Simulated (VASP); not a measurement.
```
CuCl
1.0
    0.00000     2.75910     2.75910
    2.75910     0.00000     2.75910
    2.75910     2.75910     0.00000
Cu Cl
1 1
Direct
  0.00000   0.00000   0.00000
  0.25000   0.25000   0.25000
```

The base run (VASP): PBE GGA, plane waves, VASP's PBE PAW potentials (set 64). Settings: 400 eV cut-off, 8×8×8 Γ-centred mesh, Gaussian smearing of 0.050 eV, potentials Cu Cl.

One setting is varied; ΔE counts from the most expensive setting. The base run took about 30 core-seconds. The timings are rough (shared machines, no repeats); factors under 2 mean little.

Pressures at a finite cut-off, here 400 eV, hold a Pulay part, which wasn't tested here.

| setting | cost over the base run | electronic steps | ΔE (meV/atom) | pressure (GPa) |
|---|---|---|---|---|
| KPOINTS 1×1×1 Γ-centred mesh | about 1/2 | 25 | 3898.8 | 41.05 |
| KPOINTS 6×6×6 Γ-centred mesh | within a factor of 2 | 13 | 0.4 | -2.40 |
| KPOINTS 7×7×7 Γ-centred mesh | within a factor of 2 | 13 | 0.2 | -2.40 |
| KPOINTS 9×9×9 Γ-centred mesh | within a factor of 2 | 13 | 0.0 | -2.39 |
| base run | reference | 13 | 0.0 | -2.39 |
| KPOINTS 11×11×11 Γ-centred mesh | within a factor of 2 | 13 | 0.0 | -2.39 |
| KPOINTS 10×10×10 Γ-centred mesh | within a factor of 2 | 13 | 0.0 | -2.39 |

Left out are runs that failed, have no time on record or changed the cell.

The compound is CuCl in the zinc blende structure. The cell was not relaxed at this level.
